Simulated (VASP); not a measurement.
# ZnHgO2: single point with PBE

ZnHgO2:

```xyz
4
Lattice="4.0092 0.0000 0.0000 0.0000 4.0092 0.0000 0.0000 0.0000 3.3046" Properties=species:S:1:pos:R:3 pbc="T T T"
Zn    0.0000    0.0000    0.0000
Hg    2.0046    2.0046    1.6523
O     2.0046    0.0000    0.0000
O     0.0000    2.0046    0.0000
```

The cell was built by a generator and needn't be a form met in nature.

```yaml
Program: VASP 6.6.1
Task: single point
Functional: PBE
Potentials_or_basis: VASP PAW PBE potentials, release 64 (Zn, Hg, O)
Cutoff: 520 eV
k_mesh: 7 × 7 × 8
Occupations: fermi-dirac, width 0.05 eV
Spin: no spin polarisation
Further_INCAR_settings: ALGO = Normal; EDIFF = 1e-07; NBANDS = 26
```

```
Pressure               : 0.8 GPa
Band gap on the k mesh : none (metal or under the smearing width)
```

Stress tensor (GPa, compression positive):
```
0.95 0.00 0.00
0.00 0.95 0.00
0.00 0.00 0.49
```

Levels at points of the mesh, in eV from the Fermi level:
| k point | band 16 | band 17 | band 18 | band 19 | band 20 | band 21 |
| --- | --- | --- | --- | --- | --- | --- |
| (0.00, 0.00, 0.00) | -2.25 | -1.77 | -1.77 | -1.43 | 2.27 | 8.84 |
| (0.00, 0.00, 0.50) | -1.09 | -0.63 | -0.63 | 3.38 | 3.52 | 5.66 |

It took 53 s on 1 thread of Intel(R) Xeon(R) Platinum 8375C CPU @ 2.90GHz (Ice Lake), with other jobs on the host, peak memory 0.21 GiB.

The run has no spin-orbit coupling, so splittings on Hg are missing.
